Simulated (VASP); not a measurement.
```
CELL_PARAMETERS angstrom
      0.00000     2.71742     2.71742
      2.71742     0.00000     2.71742
      2.71742     2.71742     0.00000
ATOMIC_POSITIONS crystal
  Zn 0.00000 0.00000 0.00000
  S  0.25000 0.25000 0.25000
```

All values below come from PBE GGA with D4 dispersion, VASP's PBE PAW potentials (set 64) (plane waves; VASP). Settings: 520 eV cut-off, 9×9×9 Γ-centred mesh, Gaussian smearing of 0.050 eV, potentials Zn S.

Problem. Give the stress tensor in GPa (positive for a compressed cell).

Solution. 
```
-2.11   0.00   0.00
 0.00  -2.11   0.00
 0.00   0.00  -2.11
```
The pressure is its mean diagonal, -2.11 GPa.

The compound is ZnS in the zinc blende structure. This cell is one point of a volume scan, at 1.03 of the reference volume.
